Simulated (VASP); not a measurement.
Input:

```
CELL_PARAMETERS angstrom
      1.59551    -2.76351     0.00000
      1.59551     2.76351     0.00000
      0.00000     0.00000     5.09157
ATOMIC_POSITIONS crystal
  Mg 0.33333 0.66667 0.25000
  Mg 0.66667 0.33333 0.75000
```

Calculation: PBEsol GGA, VASP's PBE PAW potentials (set 64) (plane waves; VASP). Run with 480 eV cut-off, 12×12×8 Γ-centred mesh, first-order Methfessel-Paxton smearing of 0.10 eV, potentials Mg.

Energy and stress use the plane-wave basis of the starting cell.

Q: The ions, cell shape and volume at an external pressure of 10.0 GPa are relaxed. Which structure does the run end with?

A: 
```
CELL_PARAMETERS angstrom
      1.50021    -2.59843     0.00000
      1.50021     2.59843     0.00000
      0.00000     0.00000     4.79310
ATOMIC_POSITIONS crystal
  Mg 0.33333 0.66667 0.25000
  Mg 0.66667 0.33333 0.75000
```
Space group P6_3/mmc (194), at a tolerance of 0.03 Å.

Q: How do energy and volume change from the first to the last step?

A: The energy (σ→0) changes by +102.0 meV/atom and the volume by -16.8 %, in 10 ionic steps.

The compound is Mg in the hcp structure. This run relaxes it under an external pressure of 10 GPa. Symmetry was kept, so distortions that lower it aren't found.
